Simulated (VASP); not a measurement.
Crystal: Sb2Pt (Geversite).

```
CELL_PARAMETERS angstrom
6.44230 0.00000 0.00000
0.00000 6.44230 0.00000
0.00000 0.00000 6.44230
ATOMIC_POSITIONS crystal
Sb 0.37530 0.37530 0.37530
Sb 0.12470 0.62470 0.87530
Sb 0.87530 0.12470 0.62470
Sb 0.62470 0.87530 0.12470
Sb 0.62470 0.62470 0.62470
Sb 0.87530 0.37530 0.12470
Sb 0.12470 0.87530 0.37530
Sb 0.37530 0.12470 0.87530
Pt 0.00000 0.00000 0.00000
Pt 0.50000 0.00000 0.50000
Pt 0.50000 0.50000 0.00000
Pt 0.00000 0.50000 0.50000
```

* Program: VASP 6.6.1
* Task: relaxation of cell and atoms
* Functional: PBE
* Potentials or basis: VASP PAW PBE potentials, release 64 (Sb, Pt)
* Cutoff: 300 eV
* k mesh: 3 × 3 × 3
* Occupations: methfessel-paxton, width 0.1 eV
* Spin: no spin polarisation

At the start: pressure 5.7 GPa; volume 22.28 Å³/atom.

Q: How do energy, volume and symmetry change on relaxing?

A: Over 5 steps the energy falls by 18.4 meV/atom and the volume is 23.35 Å³/atom (+4.8 %); space group Pa-3 (No. 205, to 0.05 Å).

The path:
```
step  energy change (eV)  largest force (eV/Å)  pressure (GPa)  volume (Å³)
   1              0.0000                0.1214            5.69       267.38
   2              0.1475                0.1122           -5.75       299.19
   3             -0.2210                0.0127           -0.04       280.49
   4             -0.2210                0.0148            0.05       280.22
   5             -0.2210                0.0066            0.06       280.21
```

Final structure:
```
Sb Pt
1.0
     6.54377    0.00000    0.00000
     0.00000    6.54377    0.00000
     0.00000    0.00000    6.54377
Sb Pt
8 4
Direct
  0.37502 0.37502 0.37502
  0.12498 0.62498 0.87502
  0.87502 0.12498 0.62498
  0.62498 0.87502 0.12498
  0.62498 0.62498 0.62498
  0.87502 0.37502 0.12498
  0.12498 0.87502 0.37502
  0.37502 0.12498 0.87502
  0.00000 0.00000 0.00000
  0.50000 0.00000 0.50000
  0.50000 0.50000 0.00000
  0.00000 0.50000 0.50000
```
